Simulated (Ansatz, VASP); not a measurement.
**AlSi2Cl: VASP beside Ansatz**

```xyz
4
Lattice="3.7252 0.0000 0.0000 -1.8626 3.2261 0.0000 0.0000 0.0000 4.8880" Properties=species:S:1:pos:R:3 pbc="T T T"
Al    1.8626    1.0754    2.4440
Si    0.0000    0.0000    3.6504
Si    0.0000    0.0000    1.2376
Cl    0.0000    2.1507    0.0000
```

Change from the starting cell: volume scaled by 0.94.

Alike in both runs: task single point; functional PBE; k mesh 8 × 8 × 6; occupations fermi-dirac, width 0.05 eV; no spin polarisation.

```csv
,VASP,Ansatz
version,VASP 6.6.1,Ansatz 0.2.0
potentials or method,"VASP PAW PBE potentials, release 64 (Al, Si, Cl), cutoff 520 eV","all-electron LAPW, scalar-relativistic"
```

VASP gave:

| Property | Result |
| --- | --- |
| gap on the k mesh at the Fermi level (eV) | none |
| pressure (GPa) | 30.6 |
| largest component of the traceless stress (GPa) | 5.51 |
| rms of the force components (eV/Å) | 0.334 |

Task: What did Ansatz give for the same quantities?

Result: gap on the k mesh at the Fermi level (eV): none; pressure (GPa): 30.5; largest component of the traceless stress (GPa): 5.33; rms of the force components (eV/Å): 0.333.

Atom by atom the forces differ by 0.000 eV/Å (rms over components). A gap of «none» marks a metal or a gap that the smearing closes. Ansatz ran all-electron here, so the differences hold the error of VASP's frozen core and of both bases.

Caveats: so large a pressure means that the cell lies far from this level's equilibrium, or that cutoff or potentials fall short (VASP).
